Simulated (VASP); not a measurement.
A convergence study with VASP on ZrN (rock salt): one setting is varied, all else stays as given below, so the limit is that of these other settings.

```xyz
2
Lattice="0.0000 2.2900 2.2900 2.2900 0.0000 2.2900 2.2900 2.2900 0.0000" Properties=species:S:1:pos:R:3 pbc="T T T"
Zr     0.0000     0.0000     0.0000
N      2.2900     2.2900     2.2900
```

The numbers are results of PBEsol GGA, VASP's PBE PAW potentials (set 64) (plane waves; VASP 6.6.1), not measurements. The tightest run used: 700 eV cut-off, 19×19×19 Monkhorst-Pack mesh, first-order Methfessel-Paxton smearing of 0.10 eV, potentials Zr_sv N.

Q: The settings run are 2×2×2 mesh; 3×3×3 mesh; 4×4×4 mesh; 5×5×5 mesh; 6×6×6 mesh; 7×7×7 mesh; 8×8×8 mesh; 9×9×9 mesh; 10×10×10 mesh; 11×11×11 mesh; 12×12×12 mesh; 13×13×13 mesh; 14×14×14 mesh; 15×15×15 mesh; 16×16×16 mesh; 17×17×17 mesh; 18×18×18 mesh; 19×19×19 mesh. From which on does the stress (every component) stay within 0.1 GPa of the tightest run?

A: From 8×8×8 mesh on: it is off by 0.03 there and by no more than 0.1 in any finer run, while 7×7×7 mesh is off by 0.22.
```json
[
 {"setting": "2×2×2 mesh", "E (eV/atom)": "-10.6722", "pressure (GPa)": "-2.71", "irreducible k-points": "2", "difference judged (GPa)": "1.75"},
 {"setting": "3×3×3 mesh", "E (eV/atom)": "-10.6763", "pressure (GPa)": "-2.25", "irreducible k-points": "4", "difference judged (GPa)": "2.21"},
 {"setting": "4×4×4 mesh", "E (eV/atom)": "-10.7440", "pressure (GPa)": "-3.84", "irreducible k-points": "10", "difference judged (GPa)": "0.62"},
 {"setting": "5×5×5 mesh", "E (eV/atom)": "-10.7797", "pressure (GPa)": "-4.52", "irreducible k-points": "10", "difference judged (GPa)": "0.06"},
 {"setting": "6×6×6 mesh", "E (eV/atom)": "-10.7788", "pressure (GPa)": "-4.49", "irreducible k-points": "28", "difference judged (GPa)": "0.04"},
 {"setting": "7×7×7 mesh", "E (eV/atom)": "-10.7683", "pressure (GPa)": "-4.24", "irreducible k-points": "20", "difference judged (GPa)": "0.22"},
 {"setting": "8×8×8 mesh", "E (eV/atom)": "-10.7796", "pressure (GPa)": "-4.48", "irreducible k-points": "60", "difference judged (GPa)": "0.03"},
 {"setting": "9×9×9 mesh", "E (eV/atom)": "-10.7780", "pressure (GPa)": "-4.44", "irreducible k-points": "35", "difference judged (GPa)": "0.02"},
 {"setting": "10×10×10 mesh", "E (eV/atom)": "-10.7769", "pressure (GPa)": "-4.46", "irreducible k-points": "110", "difference judged (GPa)": "0.00"},
 {"setting": "11×11×11 mesh", "E (eV/atom)": "-10.7731", "pressure (GPa)": "-4.37", "irreducible k-points": "56", "difference judged (GPa)": "0.08"},
 {"setting": "12×12×12 mesh", "E (eV/atom)": "-10.7753", "pressure (GPa)": "-4.43", "irreducible k-points": "182", "difference judged (GPa)": "0.03"},
 {"setting": "13×13×13 mesh", "E (eV/atom)": "-10.7762", "pressure (GPa)": "-4.44", "irreducible k-points": "84", "difference judged (GPa)": "0.02"},
 {"setting": "14×14×14 mesh", "E (eV/atom)": "-10.7755", "pressure (GPa)": "-4.44", "irreducible k-points": "280", "difference judged (GPa)": "0.02"},
 {"setting": "15×15×15 mesh", "E (eV/atom)": "-10.7763", "pressure (GPa)": "-4.45", "irreducible k-points": "120", "difference judged (GPa)": "0.01"},
 {"setting": "16×16×16 mesh", "E (eV/atom)": "-10.7766", "pressure (GPa)": "-4.46", "irreducible k-points": "408", "difference judged (GPa)": "0.00"},
 {"setting": "17×17×17 mesh", "E (eV/atom)": "-10.7758", "pressure (GPa)": "-4.44", "irreducible k-points": "165", "difference judged (GPa)": "0.02"},
 {"setting": "18×18×18 mesh", "E (eV/atom)": "-10.7766", "pressure (GPa)": "-4.45", "irreducible k-points": "570", "difference judged (GPa)": "0.00"},
 {"setting": "19×19×19 mesh", "E (eV/atom)": "-10.7772", "pressure (GPa)": "-4.46", "irreducible k-points": "220", "difference judged (GPa)": "0.00"}
]
```

Left out are rungs that failed or repeat a setting and relaxations that didn't move; long series are thinned to 24 rows.

The compound is ZrN in the rock salt structure. The cell was not relaxed at this level. The electron count is odd and the run is not spin-polarised, which forces a metal.
